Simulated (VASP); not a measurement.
Wanted: the native input for a VASP 6.6.1 run.

```yaml
Task: single point
Functional: PBE
Potentials_or_basis: VASP PAW PBE potentials, release 64 (S, Te, Ge_d)
Cutoff: 520 eV
k_mesh: 8 × 8 × 8
Occupations: fermi-dirac, width 0.02 eV
Spin: no spin polarisation
Dipole_correction: no
Further_INCAR_settings: ALGO = Fast; EDIFF = 1e-07; NBANDS = 28
```

The structure of Ge2TeS lies in POSCAR:

```
Ge2TeS
1.0
    1.9765127764      1.1411401835      6.5324671466
   -1.9765127764      1.1411401835      6.5324671466
    0.0000000000     -2.2822803670      6.5324671466
S Te Ge
1 1 2
Direct
    1.0000000000      0.0000000000      0.0000000000
    0.5000000000      0.5000000000      0.5000000000
    0.2586631634      0.2586631634      0.2586631634
    0.7413368366      0.7413368366      0.7413368366
```

The cell was built by a generator and needn't be a form met in nature.

The cell isn't the ideal one: biaxial_xy strain -2.1%.

These files were run (other wordings do the same):

INCAR

```
SYSTEM = Ge2TeS
  ALGO = Fast
  EDIFF = 1E-7
  ENCUT = 520
  GGA = PE
  ISIF = 2
  ISMEAR = -1
  LASPH = .TRUE.
  LCHARG = .FALSE.
  LREAL = .FALSE.
  LWAVE = .FALSE.
  NBANDS = 28
  NELM = 100
  PREC = Accurate
  SIGMA = 0.02
```

KPOINTS

```
k-points
0
G
  8 8 8
  0 0 0
```

Potentials or basis: VASP PAW PBE potentials, release 64 (S, Te, Ge_d).

Run with:

```sh
$ cat potpaw_PBE.64/S/POTCAR potpaw_PBE.64/Te/POTCAR potpaw_PBE.64/Ge_d/POTCAR > POTCAR
$ mpirun -np 1 vasp_std > vasp.out
```

It gave:

```json
{
 "Pressure": "3.8 GPa",
 "Largest force": "0.072 eV/Å",
 "Band gap on the k mesh": "none (metal or under the smearing width)"
}
```

It took 5.7 min on 1 thread of Intel(R) Xeon(R) 6975P-C (Granite Rapids), on a shared host, peak memory 0.49 GiB.
